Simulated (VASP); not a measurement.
Computed with PBE GGA, VASP's PBE PAW potentials (set 64) (plane waves; VASP).

Input for VASP

**INCAR**
```
SYSTEM = TiC
PREC = Accurate
ENCUT = 520
EDIFF = 1E-6
NELM = 100
ALGO = Normal
LREAL = .FALSE.
LASPH = .TRUE.
ISMEAR = -1
SIGMA = 0.3
GGA = PE
LMAXMIX = 4
LWAVE = .FALSE.
LCHARG = .FALSE.
ISIF = 2
```

### POSCAR
```
TiC
1.0
  0.0000000000   2.1650000000   2.1650000000
  2.1650000000   0.0000000000   2.1650000000
  2.1650000000   2.1650000000   0.0000000000
Ti C
1 1
Cart
  0.0000000000   0.0000000000   0.0000000000
  2.1650000000   2.1650000000   2.1650000000
```

File KPOINTS:
```
Automatic mesh
0
Gamma
13 13 13
0 0 0
```

POTCAR, in this order: Ti_sv C (PBE.64 set). Program: vasp_std.

The run wrote:

OUTCAR:
```
 ion  position               nearest neighbor table
   1  0.000  0.000  0.000-   2 2.17   2 2.17   2 2.17   2 2.17   2 2.17   2 2.17
   2  0.500  0.500  0.500-   1 2.17   1 2.17   1 2.17   1 2.17   1 2.17   1 2.17
  LATTYP: Found a face centered cubic cell.
 ALAT       =     4.3300000000
 Subroutine PRICEL returns:
 Original cell was already a primitive cell.
 Subroutine GETGRP returns: Found 48 space group operations
The static configuration has the point symmetry O_h .
The dynamic configuration has the point symmetry O_h .
 Subroutine INISYM returns: Found 48 space group operations
 Subroutine IBZKPT returns following result:
 Found     84 irreducible k-points:

 Following reciprocal coordinates:
            Coordinates               Weight
  0.000000  0.000000  0.000000      1.000000
  0.076923  0.000000  0.000000      8.000000
  0.153846  0.000000  0.000000      8.000000
  0.230769  0.000000  0.000000      8.000000
  0.307692  0.000000  0.000000      8.000000
  0.384615  0.000000  0.000000      8.000000
  0.461538  0.000000  0.000000      8.000000
  0.076923  0.076923  0.000000      6.000000
  0.153846  0.076923  0.000000     24.000000
  0.230769  0.076923  0.000000     24.000000
  0.307692  0.076923  0.000000     24.000000
  0.384615  0.076923  0.000000     24.000000
  0.461538  0.076923  0.000000     24.000000
 -0.461538  0.076923  0.000000     24.000000
 -0.384615  0.076923  0.000000     24.000000
 -0.307692  0.076923  0.000000     24.000000
 -0.230769  0.076923  0.000000     24.000000
 -0.153846  0.076923  0.000000     24.000000
 -0.076923  0.076923  0.000000     12.000000
  0.153846  0.153846  0.000000      6.000000
  0.230769  0.153846  0.000000     24.000000
  0.307692  0.153846  0.000000     24.000000
  0.384615  0.153846  0.000000     24.000000
  0.461538  0.153846  0.000000     24.000000
...
```

**OSZICAR**
```
       N       E                     dE             d eps       ncg     rms          rms(c)
DAV:   1     0.115301678988E+03    0.11530E+03   -0.84926E+03  2016   0.160E+03
DAV:   2    -0.143771703657E+02   -0.12968E+03   -0.12355E+03  2116   0.376E+02
DAV:   3    -0.238632546241E+02   -0.94861E+01   -0.90809E+01  2656   0.969E+01
DAV:   4    -0.243146933454E+02   -0.45144E+00   -0.45097E+00  2684   0.201E+01
DAV:   5    -0.243257115284E+02   -0.11018E-01   -0.11018E-01  2720   0.287E+00    0.187E+01
DAV:   6    -0.194315710953E+02    0.48941E+01   -0.31921E+01  2408   0.702E+01    0.717E+00
DAV:   7    -0.188027037679E+02    0.62887E+00   -0.48438E+00  2444   0.282E+01    0.493E+00
DAV:   8    -0.187684523655E+02    0.34251E-01   -0.14246E-01  2160   0.503E+00    0.304E+00
DAV:   9    -0.187686968283E+02   -0.24446E-03   -0.15360E-01  2292   0.496E+00    0.811E-01
DAV:  10    -0.187656999593E+02    0.29969E-02   -0.15781E-02  2924   0.179E+00    0.598E-01
DAV:  11    -0.187640815829E+02    0.16184E-02   -0.76930E-03  2144   0.138E+00    0.127E-01
DAV:  12    -0.187640683632E+02    0.13220E-04   -0.47472E-04  2216   0.325E-01    0.370E-02
DAV:  13    -0.187640575712E+02    0.10792E-04   -0.23653E-05  2944   0.648E-02    0.129E-02
DAV:  14    -0.187640561387E+02    0.14325E-05   -0.14397E-06  1732   0.106E-02    0.280E-03
DAV:  15    -0.187640560224E+02    0.11636E-06   -0.25753E-07  1064   0.701E-03
   1 F= -.18764056E+02 E0= -.18698856E+02  d E =-.130400E+00
```

File OUTCAR:
```
------------------------ aborting loop because EDIFF is reached ----------------------------------------
  FORCE on cell =-STRESS in cart. coord.  units (eV):
  Direction    XX          YY          ZZ          XY          YZ          ZX
  --------------------------------------------------------------------------------------
  Total        0.1561609      0.1561609      0.1561609      0.0000000      0.0000000     -0.0000000
  in kB       12.3276217     12.3276217     12.3276217      0.0000000      0.0000000     -0.0000000
  external PRESSURE =      12.3276217 kB  Pullay stress =       0.0000000 kB
  volume of cell :       20.30
      direct lattice vectors                 reciprocal lattice vectors
     0.000000000  2.165000000  2.165000000    -0.230946882  0.230946882  0.230946882
     2.165000000  0.000000000  2.165000000     0.230946882 -0.230946882  0.230946882
     2.165000000  2.165000000  0.000000000     0.230946882  0.230946882 -0.230946882
 POSITION                                       TOTAL-FORCE (eV/Angst)
 -----------------------------------------------------------------------------------
      0.00000      0.00000      0.00000         0.000000      0.000000      0.000000
      2.16500      2.16500      2.16500        -0.000000      0.000000     -0.000000
 -----------------------------------------------------------------------------------
    total drift:                                0.000000     -0.000000     -0.000000
  FREE ENERGIE OF THE ION-ELECTRON SYSTEM (eV)
  ---------------------------------------------------
  free  energy   TOTEN  =       -18.7640560224 eV

  energy  without entropy=      -18.6336559111  energy(sigma->0) =      -18.69885597
```
(Selected blocks of OUTCAR.)

The compound is TiC in the rock salt structure. The cell was not relaxed at this level. The run is one of a series of settings (ISMEAR = -1, SIGMA = 0.3 against the base run), some of them coarse on purpose.
